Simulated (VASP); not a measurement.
Data:

```xyz
1
Lattice="-1.7673 1.7673 1.7673 1.7673 -1.7673 1.7673 1.7673 1.7673 -1.7673" Properties=species:S:1:pos:R:3 pbc="T T T"
Hf     0.0000     0.0000     0.0000
```

Method: r2SCAN meta-GGA, VASP's PBE PAW potentials (set 64) (plane waves; VASP). Settings: 400 eV cut-off, 16×16×16 Γ-centred mesh, tetrahedra with Blöchl corrections, potentials Hf_pv.

Problem. Give the energies of bands 4 to 8 at the high-symmetry points, in eV from the Fermi level.

Solution. 
| band | Γ | H | N | P |
|---|---|---|---|---|
| 4 | -7.43 | -2.76 | -3.51 | -0.71 |
| 5 | 1.78 | -2.76 | -0.41 | -0.71 |
| 6 | 1.78 | 7.20 | 0.91 | -0.71 |
| 7 | 1.78 | 7.20 | 4.52 | 5.70 |
| 8 | 4.64 | 7.20 | 5.54 | 5.70 |

It has no gap at this level: it comes out as a metal or semimetal.

The structure was generated: Hf was put into the bcc type (Im-3m), which need not be its known phase. It was relaxed first.
